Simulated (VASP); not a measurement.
Crystal: C.

```xyz
2
Lattice="0.0000 1.7867 1.7867 1.7867 0.0000 1.7867 1.7867 1.7867 0.0000" Properties=species:S:1:pos:R:3 pbc="T T T"
C     0.0000    0.0000    0.0000
C     0.8934    0.8934    0.8934
```

This isn't the form of C at room conditions, which is graphite.

Program: VASP 6.6.1. Alike in all runs: level PBE; potentials or basis VASP PAW PBE potentials, release 64 (C); no spin polarisation; cell as given; k mesh 10 × 10 × 10; cutoff (eV) 520; smearing gaussian 0.02 eV. Hardware: 1 thread of Intel(R) Xeon(R) Platinum 8375C CPU @ 2.90GHz (Ice Lake) (shared host).

Question: Order these runs on this cell by their wall time, lowest first.
A. task single point
B. task band structure
C. task Born charges and dielectric tensor

Answer: A (7.3 s), B (21 s), C (95 s).
